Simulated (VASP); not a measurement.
```yaml
crystal:
  lattice:
    - [0.00000, 1.72815, 1.72815]
    - [1.72815, 0.00000, 1.72815]
    - [1.72815, 1.72815, 0.00000]
  atoms:
    - { symbol: Cu, position: [0.00000, 0.00000, 0.00000] }
```

All values below come from PBEsol GGA, VASP's PBE PAW potentials (set 64) (plane waves; VASP). Numerical set-up: 480 eV cut-off, 16×16×16 Γ-centred mesh, first-order Methfessel-Paxton smearing of 0.10 eV, potentials Cu.

Predict the energy per atom (σ→0), pressure, band gap (on the k-mesh) with the smallest direct gap where there is one.

```
Quantity                                                     Value
------------------------  ----------------------------------------
band gap (on the k-mesh)  none (metal, semimetal or under 0.01 eV)
energy per atom (σ→0)                               -4.247 eV/atom
pressure                                                 19.89 GPa
```

Only differences to runs with the same potentials and settings are physical.

The compound is Cu in the fcc structure. This cell was strained or had an atom moved on purpose.
